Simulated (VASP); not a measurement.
OSZICAR of a VASP run on MgO (rock salt):

### OSZICAR
```
       N       E                     dE             d eps       ncg     rms          rms(c)
DAV:   1     0.214114084245E+02    0.21411E+02   -0.52903E+03  1000   0.103E+03
DAV:   2    -0.129230840700E+02   -0.34334E+02   -0.32020E+02  1040   0.161E+02
DAV:   3    -0.134638727515E+02   -0.54079E+00   -0.54079E+00  1144   0.234E+01
DAV:   4    -0.134648651370E+02   -0.99239E-03   -0.99239E-03  1224   0.972E-01
DAV:   5    -0.134648664005E+02   -0.12635E-05   -0.12635E-05  1192   0.229E-02    0.722E+00
DAV:   6    -0.119256697302E+02    0.15392E+01   -0.99789E+00   896   0.225E+01    0.226E+00
DAV:   7    -0.119106621497E+02    0.15008E-01   -0.41923E-02   944   0.260E+00    0.132E+00
DAV:   8    -0.119054043396E+02    0.52578E-02   -0.24319E-02   904   0.240E+00    0.155E-01
DAV:   9    -0.119053108604E+02    0.93479E-04   -0.47645E-04  1328   0.194E-01    0.692E-02
DAV:  10    -0.119054102552E+02   -0.99395E-04   -0.12105E-04   920   0.119E-01    0.550E-03
DAV:  11    -0.119054102810E+02   -0.25770E-07   -0.62812E-07  1232   0.853E-03
   1 F= -.11327002E+02 E0= -.11327002E+02  d E =-.113270E+02
```

**Question.** Which electronic solver shows in the log?

**Answer.** It is blocked Davidson (ALGO = Normal, or the opening steps of other solvers). The INCAR had ALGO = Normal.

**Question.** Can the final energy be trusted as converged?

**Answer.** The calculation finished and met its thresholds. It stopped with EDIFF = 1E-6, NELM = 100, NSW = 40 and EDIFFG = -0.02 after 1 ionic step (PBE GGA, plane waves, VASP's PBE PAW potentials (set 64)).

The compound is MgO in the rock salt structure. It was relaxed first under an external pressure of 5 GPa.
